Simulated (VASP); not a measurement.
Data:

```
CELL_PARAMETERS angstrom
      0.00000     2.10719     2.10719
      2.10719     0.00000     2.10719
      2.10719     2.10719     0.00000
ATOMIC_POSITIONS crystal
  Ti 0.00000 0.00000 0.00000
  N  0.50000 0.50000 0.50000
```

Level of theory: PBE GGA with D4 dispersion, VASP's PBE PAW potentials (set 64) (plane waves; VASP 6.6.1). Run with 520 eV cut-off, 17×17×17 Γ-centred mesh, tetrahedra with Blöchl corrections, potentials Ti_sv N.

Task: Estimate the energy per atom (σ→0), band gap (on the k-mesh) with the smallest direct gap where there is one.

Result: 
```json
{
  "band gap (on the k-mesh)": "none (metal, semimetal or under 0.01 eV)",
  "energy per atom (σ→0)": "-10.140 eV/atom"
}
```

Only differences to runs with the same potentials and settings are physical.

The compound is TiN in the rock salt structure. It was relaxed first. The electron count is odd and the run is not spin-polarised, which forces a metal.
